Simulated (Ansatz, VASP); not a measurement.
# Cross-check of CsLaTeS between VASP and Ansatz, part 2 of 2

Aim: how closely do two programs agree when they are given the same cell, functional and k mesh? The cell is generated by rule, not measured, and may not be a known phase. The cell is taken from a series of runs on this material, whose earlier steps may have relaxed, scaled, displaced or heated it; both programs get it as it stands.

VASP 6.6.1 and Ansatz 0.2.0.

So far: Starting point; Ansatz: relaxation of cell and atoms, PBEsol.

## (3) VASP: relaxation of cell and atoms, PBEsol

Level of this step: PBEsol; plane waves and PAW (Cs_sv, La, Te, S); invented cell (VASP).

The same cell, functional and mesh now go to VASP, with its own data sets.

Lines of VASP's logs that name or quote its potential files are left out, and so is its time.

File INCAR:

```
SYSTEM = CsLaTeS
PREC = Accurate
ENCUT = 500
EDIFF = 1E-07
NELM = 200
ISMEAR = 0
SIGMA = 0.01
LREAL = .FALSE.
ALGO = Normal
GGA = PS
NBANDS = 22
LASPH = .TRUE.
LORBIT = 11
LWAVE = .FALSE.
LCHARG = .FALSE.
ISIF = 3
IBRION = 2
NSW = 80
EDIFFG = -0.005
GGA_COMPAT = .FALSE.
NELMIN = 4
EFERMI = MIDGAP
LMAXMIX = 6
KPAR = 2
```

File POSCAR:

```
CsLaTeS
1.0
    2.2298970000      1.2874300000      8.3845240000
   -2.2298970000      1.2874300000      8.3845240000
    0.0000000000     -2.5748650000      8.3845230000
Cs La Te S
1 1 1 1
Direct
    0.0047897803      0.0047897803      0.0047897710
    0.4912051346      0.4912051346      0.4912053459
    0.2330027628      0.2330027628      0.2330026987
    0.7710023172      0.7710023172      0.7710023735
```

File KPOINTS:

```
Automatic mesh
0
Gamma
6 6 6
0 0 0
```

The projector-augmented-wave data sets are Cs_sv, La, Te and S (PBE family, release 64).

Run with:

```
$ mpirun -np 2 vasp_std
```

Numbers of over 12 decimals in the logs are rounded to 6 here.

Output:

```text
[banner, memory and clock lines left out]
running    2 mpi-ranks, on    1 nodes
 distrk:  each k-point on    1 cores,    2 groups
 distr:  one band on    1 cores,    1 groups

 POSCAR found type information on POSCAR CsLaTeS
 POSCAR found :  4 types and       4 ions
|                                                                             |
|               ----> ADVICE to this user running VASP <----                  |
|                                                                             |
|     You enforced a specific xc type in the INCAR file but a different       |
|     [... a line on the potential file left out ...]
|     I HOPE YOU KNOW WHAT YOU ARE DOING!                                     |
|                                                                             |

 LDA part: xc-table for (Slater+PW92), standard interpolation
 POSCAR, INCAR and KPOINTS ok, starting setup
 FFT: planning ... GRIDC
 FFT: planning ... GRID_SOFT
 FFT: planning ... GRID
 WAVECAR not read
 entering main loop
       N       E                     dE             d eps       ncg     rms          rms(c)
DAV:   1     0.291133796213E+03    0.29113E+03   -0.11953E+04  1408   0.154E+03
DAV:   2     0.398591766720E+02   -0.25127E+03   -0.23288E+03  1916   0.275E+02
DAV:   3    -0.181578983673E+02   -0.58017E+02   -0.55545E+02  2108   0.156E+02
DAV:   4    -0.214799253264E+02   -0.33220E+01   -0.33134E+01  2424   0.351E+01
DAV:   5    -0.216267200132E+02   -0.14679E+00   -0.14666E+00  2168   0.588E+00    0.524E+00
DAV:   6    -0.209305750329E+02    0.69614E+00   -0.17113E+00  1890   0.541E+00    0.330E+00
DAV:   7    -0.208277030043E+02    0.10287E+00   -0.11589E+00  2080   0.465E+00    0.184E+00
DAV:   8    -0.208252603727E+02    0.24426E-02   -0.21404E-01  2048   0.269E+00    0.569E-01
DAV:   9    -0.208218294354E+02    0.34309E-02   -0.51771E-02  2076   0.117E+00    0.252E-01
DAV:  10    -0.208228486406E+02   -0.10192E-02   -0.69226E-03  2456   0.540E-01    0.168E-01
DAV:  11    -0.208234510921E+02   -0.60245E-03   -0.12687E-03  2016   0.205E-01    0.772E-02
DAV:  12    -0.208235053792E+02   -0.54287E-04   -0.40076E-04  2746   0.141E-01    0.482E-02
DAV:  13    -0.208235723757E+02   -0.66997E-04   -0.12230E-04  2188   0.587E-02    0.247E-02
DAV:  14    -0.208236084248E+02   -0.36049E-04   -0.10650E-04  2582   0.538E-02    0.128E-02
DAV:  15    -0.208236149945E+02   -0.65697E-05   -0.37806E-05  2562   0.311E-02    0.595E-03
DAV:  16    -0.208236158112E+02   -0.81669E-06   -0.58050E-06  2652   0.110E-02    0.440E-03
DAV:  17    -0.208236158715E+02   -0.60267E-07   -0.19894E-06  2154   0.903E-03    0.179E-03
DAV:  18    -0.208236159690E+02   -0.97492E-07   -0.19340E-07  1714   0.326E-03
   1 F= -.20823616E+02 E0= -.20823616E+02  d E =-.208236E+02
[...]
2 F= -.20823674E+02 E0= -.20823674E+02  d E =-.581318E-04
[...]
3 F= -.20823679E+02 E0= -.20823679E+02  d E =-.629982E-04
[...]
4 F= -.20823679E+02 E0= -.20823679E+02  d E =-.629479E-04
[...]
5 F= -.20823685E+02 E0= -.20823685E+02  d E =-.645673E-05
 trial-energy change:   -0.000006  1 .order   -0.000006   -0.000008   -0.000005
 step:   2.9888(harm=  2.9888)  dis= 0.00074  next Energy=   -20.823691 (dE=-0.118E-04)
 bond charge predicted
       N       E                     dE             d eps       ncg     rms          rms(c)
DAV:   1    -0.208236847523E+02    0.66084E-06   -0.22234E-03  1610   0.482E-01    0.260E-02
DAV:   2    -0.208236977400E+02   -0.12988E-04   -0.27822E-04  2208   0.134E-01    0.135E-02
DAV:   3    -0.208236923637E+02    0.53763E-05   -0.95436E-06  2576   0.231E-02    0.887E-03
DAV:   4    -0.208236906978E+02    0.16659E-05   -0.60201E-06  2432   0.166E-02    0.278E-03
DAV:   5    -0.208236906073E+02    0.90491E-07   -0.69867E-07  2130   0.549E-03
   6 F= -.20823691E+02 E0= -.20823691E+02  d E =-.116905E-04
 curvature:  -1.55 expect dE=-0.178E-05 dE for cont linesearch -0.870E-08
 trial: gam= 0.19250 g(F)=  0.583E-06 g(S)=  0.569E-06 ort =-0.214E-06 (trialstep = 0.136E+01)
 search vector abs. value=  0.137E-05
 reached required accuracy - stopping structural energy minimisation
```

OUTCAR, selected parts (step 3):

```text
ion  position               nearest neighbor table
   1  0.005  0.005  0.005-
   2  0.491  0.491  0.491-   4 2.91   4 2.91   4 2.91   3 3.19   3 3.19   3 3.19
   3  0.233  0.233  0.233-   2 3.19   2 3.19   2 3.19
   4  0.771  0.771  0.771-   2 2.91   2 2.91   2 2.91

  LATTYP: Found a trigonal (rhomboedric) cell.
 ALAT       =     8.7709839438
 COS(alpha) =     0.8707284377

 Subroutine GETGRP returns: Found  6 space group operations
 (whereof  6 operations were pure point group operations)

The static configuration has the point symmetry C_3v.

 Found     32 irreducible k-points:

   k-points           NKPTS =     32   k-points in BZ     NKDIM =     32   number of bands    NBANDS=     22

   dimension x,y,z NGX =    64 NGY =   64 NGZ =   64
   dimension x,y,z NGXF=   128 NGYF=  128 NGZF=  128

   ENCUT  =  500.0 eV  36.75 Ry    6.06 a.u.  15.99 15.99 15.99*2*pi/ulx,y,z

   NELECT =      32.0000    total number of electrons

 k-points in reciprocal lattice and weights: Automatic mesh
   0.00000000  0.00000000  0.00000000       0.005
   0.16666667  0.00000000 -0.00000000       0.028
   0.33333333  0.00000000  0.00000000       0.028
   0.50000000  0.00000000  0.00000000       0.014
   0.16666667  0.16666667  0.00000000       0.028
   0.33333333  0.16666667  0.00000000       0.056
   0.50000000  0.16666667  0.00000000       0.056
  -0.33333333  0.16666667  0.00000000       0.056
  -0.16666667  0.16666667  0.00000000       0.028
[...]
-0.33333333  0.50000000  0.33333333       0.028
   0.50000000  0.50000000  0.50000000       0.005

 average (electrostatic) potential at core
       1 -47.0790       2 -99.5346       3 -88.7125       4 -86.6008

 E-fermi :   4.4111

 k-point     1 :       0.0000    0.0000    0.0000
  band No.  band energies     occupation
    ...
     12       1.4703      2.00000
     13       1.4704      2.00000
     14       3.0459      2.00000
     15       3.6558      2.00000
     16       3.6558      2.00000
     17       6.0172      0.00000
     18       6.3174      0.00000
     19       6.3174      0.00000
     20       6.4244      0.00000
     21       6.6447      0.00000
    ...

 k-point     2 :       0.1667    0.0000   -0.0000
  band No.  band energies     occupation
    ...
     12       1.4925      2.00000
     13       1.5689      2.00000
     14       2.7410      2.00000
     15       3.1394      2.00000
     16       3.4510      2.00000
     17       5.9383      0.00000
     18       6.3855      0.00000
     19       6.4435      0.00000
     20       6.5710      0.00000
     21       6.6427      0.00000
    ...

 k-point     3 :       0.3333    0.0000    0.0000
  band No.  band energies     occupation
    ...
     12       1.6101      2.00000
     13       1.7247      2.00000
     14       2.1945      2.00000
     15       2.9144      2.00000
     16       3.1966      2.00000
     17       5.7024      0.00000
     18       6.4016      0.00000
     19       6.4594      0.00000
     20       6.4866      0.00000
     21       6.5961      0.00000
    ...

  Total        0.0047314      0.0047314     -0.0015544     -0.0000000      0.0000000      0.0000000
  in kB        0.0523889      0.0523889     -0.0172114     -0.0000000      0.0000000      0.0000000
  external PRESSURE =       0.0291888 kB  Pullay stress =       0.0000000 kB

  energy-cutoff  :      500.00
  volume of cell :      144.70
      direct lattice vectors                 reciprocal lattice vectors
     2.230634486  1.287855786  8.394822974     0.224151470  0.129413898  0.039707039
    -2.230634486  1.287855786  8.394822974    -0.224151470  0.129413898  0.039707039
     0.000000000 -2.575716577  8.394821973     0.000000000 -0.258827827  0.039706962

 POSITION                                       TOTAL-FORCE (eV/Angst)
 -----------------------------------------------------------------------------------
      0.00000     -0.00000      0.12161         0.000000     -0.000000      0.000876
      0.00000     -0.00000     12.36997         0.000000     -0.000000      0.002155
      0.00000     -0.00000      5.86713         0.000000      0.000000     -0.002533
      0.00000     -0.00000     19.41801        -0.000000      0.000000     -0.000499
 -----------------------------------------------------------------------------------
    total drift:                                0.000000      0.000729      0.000374

  FREE ENERGIE OF THE ION-ELECTRON SYSTEM (eV)
  ---------------------------------------------------
  free  energy   TOTEN  =       -20.8236906073 eV

  energy  without entropy=      -20.8236906073  energy(sigma->0) =      -20.82369061

 reached required accuracy - stopping structural energy minimisation

 total charge
# of ion       s       p       d       f       tot
--------------------------------------------------
    1        1.849   4.683   0.047   0.000   6.578
    2        2.032   5.650   0.616   0.170   8.467
    3        1.350   2.126   0.008   0.000   3.485
    4        1.322   2.401   0.000   0.000   3.723
--------------------------------------------------
tot          6.553  14.860   0.671   0.170  22.253

[... 3 further parts left out ...]
```

The run keeps the 6 symmetry operations of its start, so it cannot find a distortion of lower symmetry.

## (4) Comparison

Known differences besides the potentials themselves: fixed occupations in Ansatz, narrow Gaussian smearing in VASP; the data sets hold 42 valence electrons in Ansatz (on norm-conserving files, of PseudoDojo where its log says so) and 32 in VASP; the cutoff is 1496.63 eV in Ansatz and 500 eV in VASP; Ansatz adds a Pulay correction to the stress that steers its cell, VASP none. Total energies have different zeros and are not compared.

The two programs side by side:

```csv
quantity,Ansatz,VASP,difference
volume (Å³),144.41,144.70,-0.20 %
"edge a after relaxation, in the typed setting (Å)",8.771,8.781,-0.12 %
```

## (5) Results

| Item | Value |
| --- | --- |
| difference in volume (relaxation of cell and atoms, PBEsol) | -0.20 % |

The difference in volume is -0.20 % (relaxation of cell and atoms, PBEsol), within the 1.2 % picked in this series as the mark of a large difference, as far as the stopping tolerances let one tell. The data sets hold unlike numbers of valence electrons (42 in Ansatz and 32 in VASP), so part of the differences comes from the potentials. 1 further run of this series is not shown here. How closely two codes agree says nothing of how well the functional describes the real material.

[Lines on the potential files, build, host, timing and source positions are cut from VASP's logs without a mark.]

[Logs are printed without paths, hosts, clocks, repeated set-up lines and the standing remarks that a program may print on its own settings, such as how far it seeks lower states.]

[Hosts, paths, dates, database ids (printed as entryN), source tags and the programs' standing remarks are cut or masked in the printed files.]
